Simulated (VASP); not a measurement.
OSZICAR of a VASP run on WSi$_{2}$ (MoSi2 type):

OSZICAR:
```
       N       E                     dE             d eps       ncg     rms          rms(c)
DAV:   1     0.120859877365E+03    0.12086E+03   -0.10919E+04  5880   0.144E+03
DAV:   2    -0.241816849381E+02   -0.14504E+03   -0.14308E+03  6776   0.352E+02
DAV:   3    -0.281788987462E+02   -0.39972E+01   -0.38862E+01  7840   0.509E+01
DAV:   4    -0.282083355479E+02   -0.29437E-01   -0.29433E-01  6769   0.509E+00
DAV:   5    -0.282087009471E+02   -0.36540E-03   -0.36539E-03  7861   0.569E-01    0.267E+01
DAV:   6    -0.274779819785E+02    0.73072E+00   -0.39554E+00  7154   0.150E+01    0.945E+00
DAV:   7    -0.273812950944E+02    0.96687E-01   -0.26893E-01  6538   0.317E+00    0.461E+00
DAV:   8    -0.273573058409E+02    0.23989E-01   -0.44819E-02  7616   0.177E+00    0.278E-01
DAV:   9    -0.273567546015E+02    0.55124E-03   -0.12691E-03  7049   0.290E-01    0.159E-01
DAV:  10    -0.273566050086E+02    0.14959E-03   -0.31260E-04  7245   0.182E-01    0.364E-02
DAV:  11    -0.273565999088E+02    0.50998E-05   -0.32218E-05  7448   0.471E-02    0.165E-02
DAV:  12    -0.273565997729E+02    0.13596E-06   -0.12746E-06  4816   0.828E-03
   1 F= -.26122733E+02 E0= -.26122703E+02  d E =-.261227E+02
       N       E                     dE             d eps       ncg     rms          rms(c)
DAV:   1    -0.278448184081E+02   -0.48822E+00   -0.13869E+01  6685   0.469E+01    0.112E+01
DAV:   2    -0.273073195597E+02    0.53750E+00   -0.26182E+00  6587   0.149E+01    0.146E+00
DAV:   3    -0.272596325279E+02    0.47687E-01   -0.87360E-02  6517   0.250E+00    0.877E-01
DAV:   4    -0.272457402243E+02    0.13892E-01   -0.25808E-02  7091   0.160E+00    0.811E-01
DAV:   5    -0.272452639598E+02    0.47626E-03   -0.28266E-03  7434   0.554E-01    0.310E-01
DAV:   6    -0.272451798626E+02    0.84097E-04   -0.76863E-04  6762   0.180E-01    0.199E-02
DAV:   7    -0.272451777216E+02    0.21411E-05   -0.27456E-05  7175   0.429E-02    0.158E-02
DAV:   8    -0.272451774794E+02    0.24218E-06   -0.87743E-07  4627   0.717E-03
   2 F= -.26082077E+02 E0= -.26082032E+02  d E =0.406562E-01
       N       E                     dE             d eps       ncg     rms          rms(c)
DAV:   1    -0.276368771077E+02   -0.39170E+00   -0.66882E+00  6762   0.336E+01    0.732E+00
DAV:   2    -0.273769817596E+02    0.25990E+00   -0.16474E+00  6692   0.108E+01    0.963E-01
DAV:   3    -0.273519566731E+02    0.25025E-01   -0.74237E-02  6384   0.181E+00    0.538E-01
DAV:   4    -0.273454528716E+02    0.65038E-02   -0.13697E-02  7126   0.111E+00    0.431E-01
DAV:   5    -0.273452263945E+02    0.22648E-03   -0.21335E-03  7343   0.463E-01    0.274E-01
DAV:   6    -0.273451388452E+02    0.87549E-04   -0.72897E-04  6748   0.177E-01    0.103E-02
DAV:   7    -0.273451387608E+02    0.84392E-07   -0.15897E-05  6972   0.319E-02    0.992E-03
DAV:   8    -0.273451385550E+02    0.20581E-06   -0.72052E-07  4467   0.582E-03
   3 F= -.26134411E+02 E0= -.26134372E+02  d E =-.116779E-01
       N       E                     dE             d eps       ncg     rms          rms(c)
DAV:   1    -0.273447072540E+02    0.43151E-03   -0.60753E-04  6832   0.313E-01    0.697E-02
DAV:   2    -0.273446843146E+02    0.22939E-04   -0.13197E-04  6748   0.993E-02    0.933E-03
DAV:   3    -0.273446821616E+02    0.21530E-05   -0.52142E-06  6216   0.162E-02    0.541E-03
DAV:   4    -0.273446815455E+02    0.61613E-06   -0.11125E-06  3059   0.106E-02
   4 F= -.26134414E+02 E0= -.26134374E+02  d E =-.116807E-01
       N       E                     dE             d eps       ncg     rms          rms(c)
DAV:   1    -0.273447269100E+02   -0.44748E-04   -0.14299E-02  6461   0.122E+00    0.110E-01
DAV:   2    -0.273444519811E+02    0.27493E-03   -0.59200E-04  7539   0.218E-01    0.548E-02
DAV:   3    -0.273443638777E+02    0.88103E-04   -0.20502E-04  7483   0.115E-01    0.216E-02
DAV:   4    -0.273443628149E+02    0.10628E-05   -0.11973E-05  6405   0.273E-02    0.784E-03
DAV:   5    -0.273443626986E+02    0.11626E-06   -0.32043E-07  3696   0.470E-03
   5 F= -.26134607E+02 E0= -.26134565E+02  d E =-.193278E-03
```

Question: Which electronic solver shows in the log?

Answer: It is blocked Davidson (ALGO = Normal, or the opening steps of other solvers). The INCAR had ALGO = Normal.

Question: Can the final energy be trusted as converged?

Answer: Self-consistency was reached. It stopped with EDIFF = 1E-6, NELM = 100, NSW = 40 and EDIFFG = -0.02 after 5 ionic steps (LDA (Ceperley-Alder, Perdew-Zunger), plane waves, VASP's LDA PAW potentials (set 64)).

The compound is WSi2 in the MoSi2 type structure. This run relaxes it under an external pressure of 5 GPa. Symmetry was kept, so distortions that lower it aren't found.
